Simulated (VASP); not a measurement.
OSZICAR of a VASP run on As (relaxed from the bcc structure, space group Im-3m):

### OSZICAR
```
       N       E                     dE             d eps       ncg     rms          rms(c)
DAV:   1     0.153528298808E+01    0.15353E+01   -0.18405E+03   570   0.514E+02
DAV:   2    -0.464060766826E+01   -0.61759E+01   -0.59241E+01   804   0.595E+01
DAV:   3    -0.471651700077E+01   -0.75909E-01   -0.75744E-01   588   0.665E+00
DAV:   4    -0.471659645664E+01   -0.79456E-04   -0.79456E-04   828   0.256E-01
DAV:   5    -0.471659650602E+01   -0.49377E-07   -0.49511E-07   600   0.394E-03    0.190E+00
DAV:   6    -0.471251035276E+01    0.40862E-02   -0.27830E-03   606   0.335E-01    0.110E+00
DAV:   7    -0.471066367972E+01    0.18467E-02   -0.50018E-03   594   0.447E-01    0.459E-02
DAV:   8    -0.471066664053E+01   -0.29608E-05   -0.36939E-05   636   0.576E-02    0.598E-03
DAV:   9    -0.471066662420E+01    0.16329E-07   -0.21400E-07   582   0.453E-03
   1 F= -.47106666E+01 E0= -.47096615E+01  d E =-.471067E+01
       N       E                     dE             d eps       ncg     rms          rms(c)
DAV:   1    -0.474985653464E+01   -0.39190E-01   -0.10535E+00   576   0.668E+00    0.895E-01
DAV:   2    -0.472797148907E+01    0.21885E-01   -0.14644E-02   576   0.102E+00    0.470E-01
DAV:   3    -0.471814255027E+01    0.98289E-02   -0.21350E-02   576   0.913E-01    0.112E-01
DAV:   4    -0.471813957818E+01    0.29721E-05   -0.45773E-05   612   0.784E-02    0.337E-02
DAV:   5    -0.471813626421E+01    0.33140E-05   -0.65946E-06   654   0.195E-02    0.139E-03
DAV:   6    -0.471813611165E+01    0.15257E-06   -0.71915E-08   294   0.369E-03
   2 F= -.47181361E+01 E0= -.47170861E+01  d E =-.746949E-02
       N       E                     dE             d eps       ncg     rms          rms(c)
DAV:   1    -0.472510387729E+01   -0.69676E-02   -0.12414E-01   576   0.223E+00    0.299E-01
DAV:   2    -0.472245862526E+01    0.26453E-02   -0.18385E-03   570   0.366E-01    0.162E-01
DAV:   3    -0.472126773484E+01    0.11909E-02   -0.26251E-03   576   0.319E-01    0.331E-02
DAV:   4    -0.472126801265E+01   -0.27782E-06   -0.44783E-06   612   0.262E-02
   3 F= -.47212680E+01 E0= -.47201854E+01  d E =-.106014E-01
```

Which electronic solver shows in the log?

It is blocked Davidson (ALGO = Normal, or the opening steps of other solvers). The INCAR had ALGO = Normal.

Can the final energy be trusted as converged?

Self-consistency was reached. It stopped with EDIFF = 1E-6, NELM = 100, NSW = 60 and EDIFFG = -0.01 after 3 ionic steps (PBEsol GGA, plane waves, VASP's PBE PAW potentials (set 64)). Energy and stress use the plane-wave basis of the starting cell.

The structure was generated: As was put into the bcc type (Im-3m), which need not be its known phase. This run relaxes it. Symmetry was kept, so distortions that lower it aren't found.
